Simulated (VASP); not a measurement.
A VASP calculation is set up with these files.

### INCAR
```
LASPH=.TRUE.
ALGO=Normal   # blocked Davidson
PREC=Accurate
GGA=PS   # PBEsol
EDIFFG=-0.02   # ionic stop
ISIF=3   # ions, shape and volume
ENCUT=620   # plane-wave cut-off (eV)
NSW=40
NELM=100
ISMEAR=1   # Methfessel-Paxton
LREAL=.FALSE.   # projection in real space or not
SYSTEM=SnO
LMAXMIX=4
LWAVE=.FALSE.
IBRION=2   # conjugate gradients
LCHARG=.FALSE.
EDIFF=1E-6
SIGMA=0.1
PSTRESS=450   # kbar
```

### POSCAR
```
SnO
1
    2.9753043402     0.0000000000     0.0000000000
   -1.4876521699     2.5766887714     0.0000000000
    0.0000000000     0.0000000000     6.5350996773
Sn O
2 2
Direct
  0.0000000000   0.0000000000   0.0000000000
  0.0000000000   0.0000000000   0.5000000000
  0.3333330000   0.6666670000   0.2500000000
  0.6666670000   0.3333330000   0.7500000000
```

KPOINTS:
```
Automatic mesh
0
Gamma
12 12 5
0 0 0
```

POTCAR, in this order: Sn_d O (PBE.64 set). Program: vasp_std.

Translate this PBEsol calculation to Ansatz.

One equivalent input (not run):
Ansatz 0.2 input:
```yaml
crystal:
  lattice:
    - [2.9753043, 0.0000000, 0.0000000]
    - [-1.4876522, 2.5766888, 0.0000000]
    - [0.0000000, 0.0000000, 6.5350997]
  atoms:
    - { symbol: Sn, position: [0.0000000, 0.0000000, 0.0000000] }
    - { symbol: Sn, position: [0.0000000, 0.0000000, 0.5000000] }
    - { symbol: O, position: [0.3333330, 0.6666670, 0.2500000] }
    - { symbol: O, position: [0.6666670, 0.3333330, 0.7500000] }
kpoints:
  mp_grid: { grid: [12, 12, 5] }
hamiltonian:
  xc: pbesol
  pseudopotentials: { kind: paw }
scf:
  occupations: { method: methfessel_paxton, width: 0.1 }
  max_iter: 100
relax:
  max_steps: 40
  f_tol: 0.02
  cell: { p_target: 45 }
output: { forces: true, stress: true, eigenvalues: true }
```
The two are equivalent in intent, not identical: each code has its own PAW files, so the cut-off isn't converted (ENCUT is set for VASP's; basis.ecutwfc is left out, and Ansatz then takes the one that its files recommend); Ansatz stops its SCF on the density residual and VASP on the energy change (EDIFF).

The structure was generated: SnO was put into the NiAs type type (P6_3/mmc), which need not be its known phase. This run relaxes it under an external pressure of 45 GPa. Symmetry was kept, so distortions that lower it aren't found.
